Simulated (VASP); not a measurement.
```
Se
1.0
    2.18500    -3.78453     0.00000
    2.18500     3.78453     0.00000
    0.00000     0.00000     4.95000
Se
3
Direct
  0.00000   0.22500   0.66667
  0.77500   0.77500   0.00000
  0.22500   0.00000   0.33333
```

Computed with PBE GGA, VASP's PBE PAW potentials (set 64) (plane waves; VASP). Run with 400 eV cut-off, 6×6×5 Γ-centred mesh, Gaussian smearing of 0.050 eV, potentials Se.

Energy and stress use the plane-wave basis of the starting cell. Without a dispersion term in the relaxation, distances and binding between the weakly bound layers, chains or molecules are unreliable, and so is what depends on them.

Q: The ions, cell shape and volume are relaxed. Give the cell that the relaxation ends in.

A: 
```
Se
1.0
    2.25247    -3.90140     0.00000
    2.25247     3.90140     0.00000
    0.00000     0.00000     5.05026
Se
3
Cartesian
  0.49526   0.85781   3.36684
  3.51443   0.00000   0.00000
  0.49526  -0.85781   1.68342
```
Space group P3_121 (152), at a tolerance of 0.03 Å.

Q: How do energy and volume change from the first to the last step?

A: The energy (σ→0) changes by -13.8 meV/atom and the volume by +8.4 %, in 14 ionic steps.

```
step  E(σ→0) (eV)  max force (eV/Å)  pressure (GPa)  volume (Å³)
----  -----------  ----------------  --------------  -----------
1        -10.4674             0.455            2.97        81.87
2        -10.4718             0.526           -2.19        87.99
3        -10.5040             0.089            0.10        84.91
4        -10.5040             0.080            0.14        84.85
5        -10.5052             0.061            0.13        85.11
6        -10.5065             0.005            0.08        85.85
7        -10.5069             0.015            0.00        86.20
8        -10.5074             0.032           -0.08        86.73
9        -10.5077             0.065           -0.27        87.80
10       -10.5079             0.060           -0.25        87.86
11       -10.5082             0.047           -0.20        88.04
12       -10.5086             0.021           -0.09        88.39
13       -10.5087             0.035            0.15        89.09
14       -10.5088             0.009            0.04        88.76
```

The compound is Se in the trig structure. This run relaxes it. Symmetry was kept, so distortions that lower it aren't found.
